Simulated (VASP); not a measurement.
Here is the system:

```
As
1.0
    3.68036    -1.88000     0.00000
    3.68036     1.88000     0.00000
    2.72002     0.00000     3.11142
As
2
Direct
  0.22700   0.22700   0.22700
  0.77300   0.77300   0.77300
```

Method: PBE GGA, VASP's PBE PAW potentials (set 64) (plane waves; VASP). Run with 400 eV cut-off, 11×11×11 Γ-centred mesh, first-order Methfessel-Paxton smearing of 0.10 eV, potentials As.

**Question.** Estimate the energy per atom (σ→0), pressure, largest force, band gap (on the k-mesh) with the smallest direct gap where there is one.

**Answer.** 
```
Quantity                                                     Value
------------------------  ----------------------------------------
band gap (on the k-mesh)  none (metal, semimetal or under 0.01 eV)
energy per atom (σ→0)                               -4.662 eV/atom
pressure                                                  3.54 GPa
largest force                                           0.294 eV/Å
```

The compound is As in the a7 structure. The cell was not relaxed at this level.
